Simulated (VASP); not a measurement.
Consider the following.

```
Zr
1.0
    1.59073    -2.75522     0.00000
    1.59073     2.75522     0.00000
    0.00000     0.00000     5.12939
Zr
2
Direct
  0.33333   0.66667   0.25000
  0.66667   0.33333   0.75000
```

The numbers are results of PBEsol GGA, VASP's PBE PAW potentials (set 64) (plane waves; VASP), not measurements. Numerical set-up: 500 eV cut-off, 13×13×7 Γ-centred mesh, first-order Methfessel-Paxton smearing of 0.10 eV, potentials Zr_sv.

Energy and stress use the plane-wave basis of the starting cell.

The ions, cell shape and volume at an external pressure of 5.0 GPa are relaxed. What does this cell relax into?

```
Zr
1.0
    1.56590    -2.71222     0.00000
    1.56590     2.71222     0.00000
    0.00000     0.00000     5.04988
Zr
2
Cartesian
  1.56590   0.90408   1.26247
  1.56590  -0.90408   3.78741
```
Space group P6_3/mmc (194), at a tolerance of 0.03 Å.

How do energy and volume change from the first to the last step?

The energy (σ→0) changes by +15.6 meV/atom and the volume by -4.6 %, in 3 ionic steps.

The compound is Zr in the hcp structure. This run relaxes it under an external pressure of 5 GPa. Symmetry was kept, so distortions that lower it aren't found.
